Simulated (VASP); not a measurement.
Level of theory: r2SCAN+rVV10, VASP's PBE PAW potentials (set 64) (plane waves; VASP 6.6.1).

Input for VASP

### POSCAR
```
BN
2.5007860
  0.0000000000   0.7071066717   0.7071066717
  0.7071066717   0.0000000000   0.7071066717
  0.7071066717   0.7071066717   0.0000000000
B N
1 1
Cart
  0.0000000000   0.0000000000   0.0000000000
  0.3535533359   0.3535533359   0.3535533359
```

**KPOINTS**
```
Automatic mesh
0
Gamma
12 12 12
0 0 0
```

INCAR:
```
ALGO  =  Normal
BPARAM  =  11.95
CPARAM  =  0.0093
EDIFF  =  1E-7
ENCUT  =  520
ISIF  =  2
ISMEAR  =  0
LASPH  =  T
LCHARG  =  F
LMIXTAU  =  T
LREAL  =  F
LUSE_VDW  =  T
LWAVE  =  F
METAGGA  =  R2SCAN
NELM  =  100
PREC  =  Accurate
SIGMA  =  0.05
SYSTEM  =  BN
```

POTCAR, in this order: B N (PBE.64 set). Program: vasp_std.

Problem. What does the run give for the energy per atom (σ→0), pressure, band gap (on the k-mesh)?

Solution. 
```json
{
  "energy per atom (σ→0)": "-9.507 eV/atom",
  "band gap (on the k-mesh)": "5.01 eV",
  "pressure": "27.30 GPa"
}
```

### OSZICAR
```
...
DAV:  14    -0.190132518164E+02   -0.26077E-04   -0.37795E-06  1272   0.265E-02    0.624E-03
DAV:  15    -0.190132581414E+02   -0.63250E-05   -0.30706E-06  1184   0.208E-02    0.178E-03
DAV:  16    -0.190132591089E+02   -0.96747E-06   -0.34667E-07  1392   0.527E-03    0.292E-04
DAV:  17    -0.190132584459E+02    0.66299E-06   -0.16104E-08   576   0.156E-03    0.288E-04
DAV:  18    -0.190132588670E+02   -0.42112E-06   -0.57139E-09   576   0.104E-03    0.885E-05
DAV:  19    -0.190132587655E+02    0.10149E-06   -0.11766E-09   576   0.429E-04    0.438E-05
DAV:  20    -0.190132587955E+02   -0.29970E-07   -0.20869E-10   576   0.132E-04
   1 F= -.19013259E+02 E0= -.19013259E+02  d E =-.227990E-12
```

The compound is BN in the zinc blende structure. This cell is one point of a volume scan, at 0.94 of the reference volume.
